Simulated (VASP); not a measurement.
VASP runs on Ni3Si (L1_2) share one base input (PBE GGA, plane waves, VASP's PBE PAW potentials (set 64)) and change the settings named in each case.

**KPOINTS**
```
Automatic mesh
0
Gamma
8 8 8
0 0 0
```

### INCAR
```
SYSTEM = Ni3Si
PREC = Accurate; ENCUT = 400; LREAL = F
LASPH = T
EDIFF = 1E-6; NELM = 100; ALGO = Normal
LMAXMIX = 4
ISMEAR = 1; SIGMA = 0.1
GGA = PE
ISIF = 2
LWAVE = F; LCHARG = F
```

### POSCAR
```
Ni3Si
1.0
  3.5802000000   0.0000000000   0.0000000000
  0.0000000000   3.5802000000   0.0000000000
  0.0000000000   0.0000000000   3.5802000000
Si Ni
1 3
Cart
  0.0000000000   0.0000000000   0.0000000000
  0.0000000000   1.7901000000   1.7901000000
  1.7901000000   0.0000000000   1.7901000000
  1.7901000000   1.7901000000   0.0000000000
```

POTCAR, in this order: Si Ni (PBE.64 set). Program: vasp_std.

```
change        pressure (GPa)  −TS (eV)  electronic steps
------------  --------------  --------  ----------------
base run              -11.83    0.0014                13
EDIFF = 1E-2          -15.28    0.0013                10
EDIFF = 1E-3          -10.75    0.0014                11
EDIFF = 1E-4          -11.86    0.0014                12
EDIFF = 1E-5          -11.83    0.0014                13
EDIFF = 1E-8          -11.84    0.0014                16
```

Left out are runs that ran out of time, are held back, or changed the cell or the kind of run, fixed moments of cells without a moment, rows past the twelfth, gaps on odd meshes, pressures of charged cells and columns that move by less than the noise.

The compound is Ni3Si in the L1_2 structure. The cell was not relaxed at this level. The run is not spin-polarised, so no magnetic state was tried.
